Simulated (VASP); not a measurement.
The system is Ti.

```xyz
2
Lattice="2.9500 0.0000 0.0000 -1.4750 2.5548 0.0000 0.0000 0.0000 4.6800" Properties=species:S:1:pos:R:3 pbc="T T T"
Ti    0.0000    1.7032    1.1700
Ti    1.4750    0.8516    3.5100
```

- Program: VASP 6.6.1
- Task: relaxation of cell and atoms
- Functional: PBEsol
- Potentials or basis: VASP PAW PBE potentials, release 64 (Ti_sv)
- Cutoff: 600 eV
- k mesh: 15 × 15 × 8
- Occupations: methfessel-paxton, width 0.1 eV
- Spin: no spin polarisation

At the start: pressure -5.9 GPa; volume 17.64 Å³/atom.

Problem. How do energy, volume and symmetry change on relaxing?

Solution. Over 7 steps the energy falls by 18.6 meV/atom and the volume is 16.68 Å³/atom (-5.4 %); space group P6_3/mmc (No. 194, to 0.05 Å).

Step by step:
```csv
step,energy change (eV),largest force (eV/Å),pressure (GPa),volume (Å³)
1,0.0000,0.0000,-5.93,35.27
2,-0.0166,0.0000,5.09,32.04
3,-0.0370,0.0000,-0.01,33.37
4,-0.0370,0.0000,0.11,33.33
5,-0.0371,0.0000,-0.02,33.38
6,-0.0371,0.0000,-0.15,33.41
7,-0.0371,0.0000,-0.04,33.37
```

Final structure:
```xyz
2
Lattice="2.9021 0.0000 0.0000 -1.4511 2.5133 0.0000 0.0000 0.0000 4.5750" Properties=species:S:1:pos:R:3 pbc="T T T"
Ti    0.0000    1.6755    1.1438
Ti    1.4510    0.8378    3.4313
```

Caveat: the PAW data sets were made with another functional, which shifts forces and pressure a little.
